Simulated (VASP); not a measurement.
All values below come from LDA (Ceperley-Alder, Perdew-Zunger), VASP's LDA PAW potentials (set 64) (plane waves; VASP).

VASP ran on this input.

### POSCAR
```
Rh
1
   -0.0000000000     1.8785900288     1.8785900288
    1.8785900288    -0.0000000000     1.8785900288
    1.8785900288     1.8785900288    -0.0000000000
Rh
1
Direct
  0.0000000000   0.0000000000   0.0000000000
```

File KPOINTS:
```
Automatic mesh
0
Gamma
17 17 17
0 0 0
```

### INCAR
```
ISIF=3   # ions, shape and volume
LWAVE=.False.
LCHARG=.False.
LMAXMIX=4
ALGO=Normal   # blocked Davidson
NSW=40
ISMEAR=1
EDIFF=1E-6
EDIFFG=-0.02   # ionic stop
SYSTEM=Rh
NELM=100   # most electronic steps
PREC=Accurate
LASPH=.True.   # aspherical one-centre terms
IBRION=2   # conjugate gradients
LREAL=.False.
ENCUT=500
SIGMA=0.1
```

POTCAR, in this order: Rh_pv (LDA.64 set). Program: vasp_std.

What VASP printed:

**OUTCAR**
```
 ion  position               nearest neighbor table
   1  0.000  0.000  0.000-
  LATTYP: Found a face centered cubic cell.
 ALAT       =     3.7571800576
 Subroutine PRICEL returns:
 Original cell was already a primitive cell.
 Subroutine GETGRP returns: Found 48 space group operations
The static configuration has the point symmetry O_h .
The dynamic configuration has the point symmetry O_h .
 Subroutine INISYM returns: Found 48 space group operations
 Subroutine IBZKPT returns following result:
 Found    165 irreducible k-points:

 Following reciprocal coordinates:
            Coordinates               Weight
  0.000000  0.000000  0.000000      1.000000
  0.058824  0.000000  0.000000      8.000000
  0.117647  0.000000  0.000000      8.000000
  0.176471  0.000000  0.000000      8.000000
  0.235294  0.000000  0.000000      8.000000
  0.294118  0.000000  0.000000      8.000000
  0.352941  0.000000  0.000000      8.000000
  0.411765  0.000000  0.000000      8.000000
  0.470588  0.000000  0.000000      8.000000
  0.058824  0.058824  0.000000      6.000000
  0.117647  0.058824  0.000000     24.000000
  0.176471  0.058824  0.000000     24.000000
  0.235294  0.058824  0.000000     24.000000
  0.294118  0.058824  0.000000     24.000000
  0.352941  0.058824  0.000000     24.000000
  0.411765  0.058824  0.000000     24.000000
  0.470588  0.058824  0.000000     24.000000
 -0.470588  0.058824  0.000000     24.000000
 -0.411765  0.058824  0.000000     24.000000
 -0.352941  0.058824  0.000000     24.000000
 -0.294118  0.058824  0.000000     24.000000
 -0.235294  0.058824  0.000000     24.000000
 -0.176471  0.058824  0.000000     24.000000
 -0.117647  0.058824  0.000000     24.000000
 -0.058824  0.058824  0.000000     12.000000
...
```

OSZICAR:
```
       N       E                     dE             d eps       ncg     rms          rms(c)
DAV:   1     0.109839123606E+03    0.10984E+03   -0.92218E+03  3630   0.143E+03
DAV:   2    -0.782258678280E+01   -0.11766E+03   -0.11260E+03  3738   0.380E+02
DAV:   3    -0.924294367575E+01   -0.14204E+01   -0.13984E+01  4227   0.475E+01
DAV:   4    -0.925140250944E+01   -0.84588E-02   -0.84580E-02  3974   0.378E+00
DAV:   5    -0.925153669857E+01   -0.13419E-03   -0.13419E-03  4182   0.441E-01    0.116E+01
DAV:   6    -0.871535159738E+01    0.53619E+00   -0.12159E+00  3786   0.165E+01    0.398E+00
DAV:   7    -0.869201433121E+01    0.23337E-01   -0.23801E-02  4194   0.194E+00    0.186E+00
DAV:   8    -0.868661634831E+01    0.53980E-02   -0.49710E-03  3804   0.118E+00    0.204E-01
DAV:   9    -0.868646359800E+01    0.15275E-03   -0.16067E-04  4284   0.214E-01    0.473E-02
DAV:  10    -0.868647005174E+01   -0.64537E-05   -0.34979E-06  3993   0.266E-02    0.293E-03
DAV:  11    -0.868647003771E+01    0.14032E-07   -0.19102E-07  2166   0.640E-03
   1 F= -.86864700E+01 E0= -.86866968E+01  d E =-.868647E+01
```

File OUTCAR:
```
------------------------ aborting loop because EDIFF is reached ----------------------------------------
  FORCE on cell =-STRESS in cart. coord.  units (eV):
  Direction    XX          YY          ZZ          XY          YZ          ZX
  --------------------------------------------------------------------------------------
  Total       -0.0027792     -0.0027792     -0.0027792      0.0000000      0.0000000      0.0000000
  in kB       -0.3358206     -0.3358206     -0.3358206      0.0000000      0.0000000      0.0000000
  external PRESSURE =      -0.3358206 kB  Pullay stress =       0.0000000 kB
  volume of cell :       13.26
      direct lattice vectors                 reciprocal lattice vectors
     0.000000000  1.878590029  1.878590029    -0.266157061  0.266157061  0.266157061
     1.878590029  0.000000000  1.878590029     0.266157061 -0.266157061  0.266157061
     1.878590029  1.878590029  0.000000000     0.266157061  0.266157061 -0.266157061
 POSITION                                       TOTAL-FORCE (eV/Angst)
 -----------------------------------------------------------------------------------
      0.00000      0.00000      0.00000         0.000000      0.000000      0.000000
 -----------------------------------------------------------------------------------
    total drift:                               -0.000000     -0.000000     -0.000000
  FREE ENERGIE OF THE ION-ELECTRON SYSTEM (eV)
  ---------------------------------------------------
  free  energy   TOTEN  =        -8.6864700377 eV

  energy  without entropy=       -8.6871503446  energy(sigma->0) =       -8.68669681

 reached required accuracy - stopping structural energy minimisation
```
(Selected blocks of OUTCAR.)

**OUTCAR**
```
 val. band max:       12.3783017391   @ k =   0.4118   0.2353   0.0588

 cond. band min:      12.4132433472   @ k =   0.4118   0.2941   0.0588


 Fermi energy:        12.4102091838

 k-point     1 :       0.0000    0.0000    0.0000
  band No.  band energies     occupation
      1     -33.8302      2.00000
      2     -33.8302      2.00000
      3     -33.8302      2.00000
      4       4.0946      2.00000
      5       9.1066      2.00000
      6       9.1066      2.00000
      7       9.1066      2.00000
      8      11.3580      2.00000
      9      11.3580      2.00000
     10      28.3053      0.00000
     11      32.6503      0.00000

 k-point     2 :       0.0588    0.0000    0.0000
  band No.  band energies     occupation
      1     -33.8599      2.00000
      2     -33.8342      2.00000
      3     -33.8342      2.00000
      4       4.2396      2.00000
      5       9.0403      2.00000
      6       9.1645      2.00000
      7       9.1645      2.00000
      8      11.3244      2.00000
      9      11.3244      2.00000
     10      28.5246      0.00000
     11      32.7896      0.00000

 k-point     3 :       0.1176    0.0000    0.0000
  band No.  band energies     occupation
      1     -33.9444      2.00000
      2     -33.8455      2.00000
      3     -33.8455      2.00000
      4       4.6519      2.00000
      5       8.8794      2.00000
      6       9.3132      2.00000
      7       9.3132      2.00000
      8      11.2553      2.00000
      9      11.2553      2.00000
     10      29.1076      0.00000
     11      31.5991      0.00000

 k-point     4 :       0.1765    0.0000    0.0000
  band No.  band energies     occupation
      1     -34.0713      2.00000
      2     -33.8626      2.00000
      3     -33.8626      2.00000
      4       5.2454      2.00000
      5       8.7454      2.00000
      6       9.4679      2.00000
      7       9.4679      2.00000
      8      11.2496      2.00000
      9      11.2496      2.00000
...
```

The compound is Rh in the fcc structure. It was relaxed first.
